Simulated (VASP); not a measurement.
```yaml
crystal:
  lattice:
    - [0.00000, 3.09364, 3.09364]
    - [3.09364, 0.00000, 3.09364]
    - [3.09364, 3.09364, 0.00000]
  atoms:
    - { symbol: Sn, position: [0.00000, 0.00000, 0.00000] }
    - { symbol: Te, position: [0.50000, 0.50000, 0.50000] }
```

All values below come from PBE GGA, VASP's PBE PAW potentials (set 64) (plane waves; VASP). Numerical set-up: 300 eV cut-off, 5×5×5 Γ-centred mesh, Fermi-Dirac smearing of 0.010 eV, potentials Sn_d Te.

Unless said otherwise, spin-orbit coupling is left out, though it shifts the bands of the heavy elements here.

Give the energies of bands 7 to 13 at the high-symmetry points, in eV from the valence-band maximum.

```tsv
band	Γ	X	U	L	W
7	-4.42	-6.49	-7.62	-8.62	-7.54
8	-2.27	-5.96	-5.54	-1.92	-5.16
9	-2.27	-4.00	-3.47	-1.92	-5.16
10	-2.27	-4.00	-2.82	0.00	-0.79
11	3.49	1.98	3.17	0.27	0.87
12	3.49	5.23	3.17	0.30	4.63
13	3.49	5.23	4.24	0.30	4.63
```

The gap is indirect, 0.14 eV, from the valence maximum at L to the conduction minimum at L-W at 0.11.

The structure is a typed SnTe crystal (Fm-3m). The cell was not relaxed at this level.
